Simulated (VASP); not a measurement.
An input for Ansatz (written as the equivalent of a VASP run, and not itself run):

Ansatz 0.2 input:
```yaml
crystal:
  lattice:
    - [0.0000000, 2.2115521, 2.2115521]
    - [2.2115521, 0.0000000, 2.2115521]
    - [2.2115521, 2.2115521, 0.0000000]
  atoms:
    - { symbol: Al, position: [0.0000000, 0.0000000, 0.0000000] }
    - { symbol: N, position: [0.2500000, 0.2500000, 0.2500000] }
kpoints:
  mp_grid: { grid: [10, 10, 10] }
hamiltonian:
  xc: pbe
  pseudopotentials: { kind: paw }
scf:
  occupations: { method: gaussian, width: 0.05 }
  max_iter: 100
relax:
  max_steps: 30
  f_tol: 0.01
output: { forces: true, stress: true, eigenvalues: true }
```

Problem. Translate this input to VASP (INCAR, KPOINTS, POSCAR, choice of POTCAR).

Solution. This is not unique; one that fits is 
**INCAR**
```
! general
SYSTEM=AlN
PREC  =Accurate
ENCUT =600   ! plane-wave cut-off (eV)
LREAL =.FALSE.
LASPH =.TRUE.

! electronic loop
EDIFF =1E-7   ! SCF stop (eV)
NELM  =100   ! most electronic steps
ALGO  =Normal   ! blocked Davidson

! smearing
ISMEAR=0   ! Gaussian
SIGMA =0.05

! functional
GGA   =PE   ! PBE

! ions
IBRION=2
NSW   =30
ISIF  =2
EDIFFG=-0.01   ! ionic stop

! output
LWAVE =.FALSE.
LCHARG=.FALSE.
```

### POSCAR
```
AlN
1
    0.0000000000     2.2115520635     2.2115520635
    2.2115520635     0.0000000000     2.2115520635
    2.2115520635     2.2115520635     0.0000000000
Al N
1 1
Direct
  0.0000000000   0.0000000000   0.0000000000
  0.2500000000   0.2500000000   0.2500000000
```

### KPOINTS
```
Automatic mesh
0
Gamma
10 10 10
0 0 0
```

POTCAR, in this order: Al N (PBE.64 set). Program: vasp_std.

Limits of the translation: each code has its own PAW files, so the cut-off isn't converted (ENCUT is set for VASP's; basis.ecutwfc is left out, and Ansatz then takes the one that its files recommend); Ansatz stops its SCF on the density residual and VASP on the energy change (EDIFF).

The compound is AlN in the zinc blende structure, a metastable form; wurtzite is the usual one. This cell was strained or had an atom moved on purpose.
